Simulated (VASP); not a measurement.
MgVCl2O, 5 atoms in the cell. Symmetry: Cm, No. 8, monoclinic system. The conventional cell has a = 13.241 Å, b = 3.923 Å, c = 4.318 Å, α = 90.00°, β = 108.86°, γ = 90.00°. Around V (site symmetry m) lie 2 O at 2.16 Å. Around Cl (site symmetry m) lie 2 V at 2.54 Å and 2 Mg at 2.75 to 2.80 Å. Cl (site symmetry m) is surrounded by 2 V at 2.58 Å and 2 Mg at 2.65 to 2.66 Å. Around Mg (site symmetry m) lie 2 O at 1.96 Å. O (site symmetry m) is surrounded by 2 Mg at 1.96 Å and 2 V at 2.16 Å. The cell comes from a database or a generator and needn't be the stable form of this composition.

| Property | Result |
| --- | --- |
| Program | VASP 6.6.1 |
| Task | single point |
| Functional | RPBE |
| Potentials or basis | VASP PAW PBE potentials, release 64 (V_sv, Cl, Mg, O) |
| Cutoff | 520 eV |
| k mesh | 7 × 7 × 7 |
| Occupations | gaussian, width 0.1 eV |
| Spin | collinear spin, ferromagnetic start |
| Starting moments | [2.0, 0.0, 0.0, 0.0, 0.0] μB |
| Further INCAR settings | ALGO = Normal; EDIFF = 1e-06; NBANDS = 30 |

Potentials or basis: VASP PAW PBE potentials, release 64 (V_sv, Cl, Mg, O).

Command:

```sh
$ cat potpaw_PBE.64/V_sv/POTCAR potpaw_PBE.64/Cl/POTCAR potpaw_PBE.64/Mg/POTCAR potpaw_PBE.64/O/POTCAR > POTCAR
$ mpirun -np 1 vasp_std > vasp.out
```

Hardware: 1 thread of AMD EPYC 9R45 96-Core Processor (Zen 5), with other jobs on the host.

Problem. How long does it take, and how much memory?

Solution. It took 9.5 min on 1 thread of AMD EPYC 9R45 96-Core Processor (Zen 5) (shared host), peak memory 0.69 GiB. Counts: scf iterations 16, k points 100.
